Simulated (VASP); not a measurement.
Output of a VASP run:

**OSZICAR**
```
       N       E                     dE             d eps       ncg     rms          rms(c)
DAV:   1     0.174097657889E+04    0.17410E+04   -0.92518E+04   328   0.113E+03
DAV:   2     0.552620081534E+02   -0.16857E+04   -0.16105E+04   472   0.196E+02
DAV:   3    -0.193773171001E+03   -0.24904E+03   -0.23695E+03   400   0.775E+01
DAV:   4    -0.207715141550E+03   -0.13942E+02   -0.13647E+02   400   0.173E+01
DAV:   5    -0.208300653032E+03   -0.58551E+00   -0.58275E+00   432   0.396E+00    0.308E+01
RMM:   6    -0.206534451164E+03    0.17662E+01   -0.38841E+00   331   0.237E+00    0.181E+01
RMM:   7    -0.206757187646E+03   -0.22274E+00   -0.61560E+00   347   0.263E+00    0.211E+00
RMM:   8    -0.206540684296E+03    0.21650E+00   -0.97665E-01   328   0.148E+00    0.122E+00
RMM:   9    -0.206560506338E+03   -0.19822E-01   -0.95720E-02   345   0.512E-01    0.446E-01
RMM:  10    -0.206558268746E+03    0.22376E-02   -0.29518E-02   341   0.236E-01    0.180E-01
RMM:  11    -0.206558597320E+03   -0.32857E-03   -0.15872E-02   367   0.148E-01    0.788E-02
RMM:  12    -0.206558532062E+03    0.65259E-04   -0.17092E-03   345   0.713E-02    0.497E-02
RMM:  13    -0.206558609291E+03   -0.77229E-04   -0.53952E-04   384   0.359E-02    0.213E-02
RMM:  14    -0.206558630076E+03   -0.20785E-04   -0.62135E-05   280   0.144E-02    0.365E-02
RMM:  15    -0.206558605558E+03    0.24518E-04   -0.44226E-05   241   0.986E-03    0.143E-02
RMM:  16    -0.206558599081E+03    0.64764E-05   -0.78860E-06   193   0.505E-03
   1 F= -.20655860E+03 E0= -.20655860E+03  d E =-.206559E+03
```

### OUTCAR
```
------------------------ aborting loop because EDIFF is reached ----------------------------------------
  FORCE on cell =-STRESS in cart. coord.  units (eV):
  Direction    XX          YY          ZZ          XY          YZ          ZX
  --------------------------------------------------------------------------------------
  Total       -0.5819520     -0.5819520     -0.5819520      0.0000000     -0.0000000      0.0000000
  in kB       -0.5266287     -0.5266287     -0.5266287      0.0000000     -0.0000000      0.0000000
  external PRESSURE =      -0.5266287 kB  Pullay stress =       0.0000000 kB
  volume of cell :     1770.49
      direct lattice vectors                 reciprocal lattice vectors
     0.000000000  9.601838856  9.601838856    -0.052073359  0.052073359  0.052073359
     9.601838856  0.000000000  9.601838856     0.052073359 -0.052073359  0.052073359
     9.601838856  9.601838856  0.000000000     0.052073359  0.052073359 -0.052073359
 POSITION                                       TOTAL-FORCE (eV/Angst)
 -----------------------------------------------------------------------------------
      0.00000      0.00000      0.00000         0.000000      0.000000     -0.000000
      3.20061      3.20061      0.00000         0.000000      0.000000      0.000000
      6.40123      6.40123      0.00000        -0.000000      0.000000     -0.000000
      3.20061      0.00000      3.20061         0.000000      0.000000      0.000000
      6.40122      3.20061      3.20061         0.000000      0.000000     -0.000000
      9.60184      6.40123      3.20061         0.000000     -0.000000      0.000000
      6.40123      0.00000      6.40123         0.000000     -0.000000     -0.000000
      9.60184      3.20061      6.40123        -0.000000      0.000000      0.000000
     12.80246      6.40123      6.40123         0.000000     -0.000000      0.000000
      0.00000      3.20061      3.20061        -0.000000      0.000000     -0.000000
      3.20061      6.40122      3.20061        -0.000000      0.000000      0.000000
      6.40123      9.60184      3.20061        -0.000000      0.000000     -0.000000
      3.20061      3.20061      6.40122        -0.000000      0.000000     -0.000000
      6.40122      6.40122      6.40122        -0.000000     -0.000000     -0.000000
      9.60184      9.60184      6.40122        -0.000000      0.000000     -0.000000
      6.40123      3.20061      9.60184         0.000000     -0.000000     -0.000000
      9.60184      6.40122      9.60184         0.000000      0.000000      0.000000
     12.80246      9.60184      9.60184         0.000000     -0.000000     -0.000000
      0.00000      6.40123      6.40123         0.000000      0.000000     -0.000000
      3.20061      9.60184      6.40123         0.000000      0.000000     -0.000000
      6.40123     12.80246      6.40123        -0.000000      0.000000     -0.000000
      3.20061      6.40123      9.60184        -0.000000      0.000000     -0.000000
      6.40122      9.60184      9.60184        -0.000000      0.000000     -0.000000
      9.60184     12.80246      9.60184        -0.000000      0.000000      0.000000
      6.40123      6.40123     12.80246         0.000000     -0.000000     -0.000000
      9.60184      9.60184     12.80246        -0.000000      0.000000     -0.000000
     12.80246     12.80246     12.80246         0.000000     -0.000000      0.000000
      3.20062      3.20062      3.20062        -0.000000     -0.000000      0.000000
      6.40123      6.40123      3.20062        -0.000000     -0.000000     -0.000000
      9.60184      9.60184      3.20062         0.000000     -0.000000     -0.000000
      6.40123      3.20062      6.40123        -0.000000      0.000000     -0.000000
      9.60184      6.40123      6.40123         0.000000      0.000000     -0.000000
     12.80245      9.60184      6.40123        -0.000000      0.000000      0.000000
      9.60184      3.20062      9.60184        -0.000000     -0.000000      0.000000
     12.80245      6.40123      9.60184        -0.000000     -0.000000      0.000000
     16.00306      9.60184      9.60184        -0.000000      0.000000      0.000000
      3.20062      6.40123      6.40123        -0.000000     -0.000000      0.000000
      6.40123      9.60184      6.40123        -0.000000     -0.000000     -0.000000
      9.60184     12.80245      6.40123         0.000000      0.000000     -0.000000
      6.40123      6.40123      9.60184         0.000000      0.000000      0.000000
      9.60184      9.60184      9.60184         0.000000      0.000000     -0.000000
     12.80245     12.80245      9.60184         0.000000      0.000000      0.000000
      9.60184      6.40123     12.80245         0.000000      0.000000      0.000000
     12.80245      9.60184     12.80245         0.000000     -0.000000     -0.000000
     16.00306     12.80245     12.80245         0.000000     -0.000000     -0.000000
      3.20062      9.60184      9.60184        -0.000000     -0.000000     -0.000000
      6.40123     12.80245      9.60184        -0.000000     -0.000000      0.000000
      9.60184     16.00306      9.60184         0.000000     -0.000000      0.000000
      6.40123      9.60184     12.80245         0.000000      0.000000     -0.000000
      9.60184     12.80245     12.80245        -0.000000      0.000000     -0.000000
     12.80245     16.00306     12.80245        -0.000000      0.000000     -0.000000
      9.60184      9.60184     16.00306        -0.000000     -0.000000     -0.000000
     12.80245     12.80245     16.00306        -0.000000      0.000000      0.000000
     16.00306     16.00306     16.00306        -0.000000     -0.000000      0.000000
 -----------------------------------------------------------------------------------
    total drift:                               -0.000000     -0.000000      0.000000
...
```
(Selected blocks of OUTCAR.)

### POSCAR
```
Sn27Te27
1
    0.0000000000     9.6018388559     9.6018388559
    9.6018388559     0.0000000000     9.6018388559
    9.6018388559     9.6018388559     0.0000000000
Sn Te
27 27
Direct
  0.0000000000   0.0000000000   0.0000000000
  0.0000000000   0.0000000000   0.3333330000
  1.0000000000   1.0000000000   0.6666670000
  0.0000000000   0.3333330000   0.0000000000
  0.0000000000   0.3333330000   0.3333330000
  1.0000000000   0.3333330000   0.6666670000
  0.0000000000   0.6666670000   0.0000000000
  0.0000000000   0.6666670000   0.3333330000
  1.0000000000   0.6666670000   0.6666670000
  0.3333330000   0.0000000000   0.0000000000
  0.3333330000   0.0000000000   0.3333330000
  0.3333330000   1.0000000000   0.6666670000
  0.3333330000   0.3333330000   0.0000000000
  0.3333330000   0.3333330000   0.3333330000
  0.3333330000   0.3333330000   0.6666670000
  0.3333330000   0.6666670000   0.0000000000
  0.3333330000   0.6666670000   0.3333330000
  0.3333330000   0.6666670000   0.6666670000
  0.6666670000   0.0000000000   0.0000000000
  0.6666670000   0.0000000000   0.3333330000
  0.6666670000   1.0000000000   0.6666670000
  0.6666670000   0.3333330000   0.0000000000
  0.6666670000   0.3333330000   0.3333330000
  0.6666670000   0.3333330000   0.6666670000
  0.6666670000   0.6666670000   0.0000000000
  0.6666670000   0.6666670000   0.3333330000
  0.6666670000   0.6666670000   0.6666670000
  0.1666670000   0.1666670000   0.1666670000
  0.1666670000   0.1666670000   0.5000000000
  0.1666670000   0.1666670000   0.8333330000
  0.1666670000   0.5000000000   0.1666670000
  0.1666670000   0.5000000000   0.5000000000
  0.1666670000   0.5000000000   0.8333330000
  0.1666670000   0.8333330000   0.1666670000
  0.1666670000   0.8333330000   0.5000000000
  0.1666670000   0.8333330000   0.8333330000
  0.5000000000   0.1666670000   0.1666670000
  0.5000000000   0.1666670000   0.5000000000
  0.5000000000   0.1666670000   0.8333330000
  0.5000000000   0.5000000000   0.1666670000
  0.5000000000   0.5000000000   0.5000000000
  0.5000000000   0.5000000000   0.8333330000
  0.5000000000   0.8333330000   0.1666670000
  0.5000000000   0.8333330000   0.5000000000
  0.5000000000   0.8333330000   0.8333330000
  0.8333330000   0.1666670000   0.1666670000
  0.8333330000   0.1666670000   0.5000000000
  0.8333330000   0.1666670000   0.8333330000
  0.8333330000   0.5000000000   0.1666670000
  0.8333330000   0.5000000000   0.5000000000
  0.8333330000   0.5000000000   0.8333330000
  0.8333330000   0.8333330000   0.1666670000
  0.8333330000   0.8333330000   0.5000000000
  0.8333330000   0.8333330000   0.8333330000
```

Question: Reconstruct the remaining input files.

Answer: This is not unique; one that fits is the input of the run itself, PBE GGA, plane waves, VASP's PBE PAW potentials (set 64).

**INCAR**
```
LWAVE = .TRUE.
SIGMA = 0.05   # width (eV)
ISMEAR = 0
EDIFF = 1E-5   # SCF stop (eV)
LREAL = Auto   # projection in real space or not
LMAXMIX = 4   # l cut-off of mixed one-centre charges
LCHARG = .FALSE.
SYMPREC = 1E-4
GGA = PE   # PBE
NSW = 20   # most ionic steps
ENCUT = 400   # plane-wave cut-off (eV)
ALGO = Fast   # Davidson, then RMM-DIIS
LASPH = .TRUE.   # aspherical one-centre terms
IBRION = 2   # conjugate gradients
EDIFFG = -0.03   # ionic stop
ISIF = 2   # forces and stress, cell fixed
PREC = Normal
SYSTEM = Sn27Te27
NELM = 100   # most electronic steps
NELMIN = 4
```

### KPOINTS
```
Automatic mesh
0
Gamma
1 1 1
0 0 0
```

POTCAR, in this order: Sn Te (PBE.64 set). Program: vasp_gam.

The supercell is sampled at Γ alone, which is coarse: total energies, pressure and levels can be off, energies of defects by several tenths of an eV.

The cell is a supercell, built from a database entry that may be metastable or hypothetical.
